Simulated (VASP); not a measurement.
Input:

```yaml
crystal:
  lattice:
    - [0.00000, 2.17000, 2.17000]
    - [2.17000, 0.00000, 2.17000]
    - [2.17000, 2.17000, 0.00000]
  atoms:
    - { symbol: Be, position: [0.25000, 0.25000, 0.25000] }
    - { symbol: Be, position: [0.75000, 0.75000, 0.75000] }
    - { symbol: C, position: [0.00000, 0.00000, 0.00000] }
```

The numbers are results of PBE GGA, VASP's PBE PAW potentials (set 64) (plane waves; VASP), not measurements. Numerical set-up: 520 eV cut-off, 7×7×7 Γ-centred mesh, Gaussian smearing of 0.050 eV, potentials Be C.

### Question
Estimate the energy per atom (σ→0), pressure.

### Answer

```json
{
 "energy per atom (σ→0)": "-561.3 kJ/mol of atoms",
 "pressure": "-1.21 GPa"
}
```

The absolute energy has meaning only against runs of the same code, potentials and settings.

The compound is Be2C in the antifluorite structure. The cell was not relaxed at this level.
